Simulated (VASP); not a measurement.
Set up this calculation in VASP 6.6.1, as the native input.

```yaml
Task: single point
Functional: PBE
Potentials_or_basis: VASP PAW PBE potentials, release 64 (Zr_sv, Pd, Se)
Cutoff: 520 eV
k_mesh: 4 × 4 × 6
Occupations: gaussian, width 0.15 eV
Spin: no spin polarisation
Further_INCAR_settings: PREC = Normal; LREAL = Auto; ALGO = Fast; EDIFF = 1e-05; NBANDS = 45
```

The structure of Zr3PdSe4 lies in POSCAR:

```
Zr3PdSe4
1.0
    7.1639380000      0.0000000000      0.0000000000
   -3.5819690000      6.2041530000      0.0000000000
    0.0000000000      0.0000000000      3.6531700000
Zr Pd Se
3 1 4
Direct
    0.0193760000      0.5096880000      0.0000000000
    0.4903120000      0.9806240000      0.0000000000
    0.4903120000      0.5096880000      0.0000000000
    0.0000000000      0.0000000000      0.0000000000
    0.1661410000      0.8338590000      0.5000000000
    0.1661410000      0.3322820000      0.5000000000
    0.6666670000      0.3333330000      0.5000000000
    0.6677180000      0.8338590000      0.5000000000
```

The cell was built by a generator and needn't be a form met in nature.

The input as run:

INCAR

```
  ALGO = Fast
  EDIFF = 1E-5
  ENCUT = 520
  GGA = PE
  ISIF = 2
  ISMEAR = 0
  LASPH = True
  LCHARG = False
  LREAL = Auto
  LWAVE = False
  NBANDS = 45
  NELM = 80
  PREC = Normal
  SIGMA = 0.15
```

KPOINTS

```
k-points
0
Gamma
  4 4 6
```

Potentials or basis: VASP PAW PBE potentials, release 64 (Zr_sv, Pd, Se).

Run with:

```console
$ cat potpaw_PBE.64/Zr_sv/POTCAR potpaw_PBE.64/Pd/POTCAR potpaw_PBE.64/Se/POTCAR > POTCAR
$ mpirun -np 1 vasp_std > vasp.out
```

Results of the run:

| Quantity | Value |
| --- | --- |
| Pressure | 0.0 GPa |
| Largest force | 0.024 eV/Å |
| Band gap on the k mesh | none (metal or under the smearing width) |

Run time: 100 s on 1 thread of AMD EPYC 7R13 Processor (Zen 3) (shared host), peak memory 0.19 GiB.
